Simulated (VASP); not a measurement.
Data:

```yaml
crystal:
  lattice:
    - [5.67699, 0.00000, 0.00000]
    - [-2.83849, 4.91642, 0.00000]
    - [0.00000, 0.00000, 4.60308]
  atoms:
    - { symbol: Al, position: [0.33333, 0.66667, 0.25000] }
    - { symbol: Al, position: [0.66667, 0.33333, 0.75000] }
    - { symbol: Ti, position: [0.83030, 0.66060, 0.25000] }
    - { symbol: Ti, position: [0.16970, 0.83030, 0.75000] }
    - { symbol: Ti, position: [0.33940, 0.16970, 0.25000] }
    - { symbol: Ti, position: [0.16970, 0.33940, 0.75000] }
    - { symbol: Ti, position: [0.83030, 0.16970, 0.25000] }
    - { symbol: Ti, position: [0.66060, 0.83030, 0.75000] }
```

Level of theory: PBEsol GGA, VASP's PBE PAW potentials (set 64) (plane waves; VASP). Settings: 400 eV cut-off, 7×7×8 Γ-centred mesh, tetrahedra with Blöchl corrections, potentials Al Ti_sv.

The cores are frozen, which limits the accuracy of field gradients.

Task: Give the principal components of the electric field gradient (V/Å²) and the asymmetry η at each nucleus.

Result: 
```csv
atom,Vxx,Vyy,Vzz,η
Al1,-0.3,-0.3,0.6,0.00
Al2,-0.3,-0.3,0.6,0.00
Ti3,7.0,6.2,-13.2,0.06
Ti4,7.0,6.2,-13.2,0.06
Ti5,7.0,6.2,-13.2,0.06
Ti6,7.0,6.2,-13.2,0.06
Ti7,7.0,6.2,-13.2,0.06
Ti8,7.0,6.2,-13.2,0.06
```

The structure comes from a measured Ti3Al entry (P6_3/mmc) of the Crystallography Open Database, whose conditions weren't checked. It was relaxed first.
